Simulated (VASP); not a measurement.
Consider the following.

```yaml
crystal:
  lattice:
    - [5.95963, 0.00000, 0.00000]
    - [0.00000, 5.95963, 0.00000]
    - [0.00000, 0.00000, 5.95963]
  atoms:
    - { symbol: Pb, position: [0.00000, 0.00000, 0.00000] }
    - { symbol: Pb, position: [0.50000, 0.50000, 0.00000] }
    - { symbol: Pb, position: [0.50000, 0.00000, 0.50000] }
    - { symbol: Pb, position: [0.00000, 0.50000, 0.50000] }
    - { symbol: Se, position: [0.50000, 0.50000, 0.50000] }
    - { symbol: S, position: [0.00000, 0.00000, 0.50000] }
    - { symbol: S, position: [0.00000, 0.50000, 0.00000] }
    - { symbol: S, position: [0.50000, 0.00000, 0.00000] }
```

Computed with PBEsol GGA, VASP's PBE PAW potentials (set 64) (plane waves; VASP 6.6.1). Run with 400 eV cut-off, Gaussian smearing of 0.050 eV, potentials Pb_d Se S.

Unless said otherwise, spin-orbit coupling is left out, though it shifts the bands of the heavy elements here.

Q: Predict the band gap (along the path) with the smallest direct gap where there is one.

A: 
```yaml
band gap (along the path): 0.13 eV
smallest direct gap (along the path): 0.13 eV
```

The structure was generated: Pb4S3Se was put into an ordered model structure (Pm-3m), which need not be its known phase. It was relaxed first.
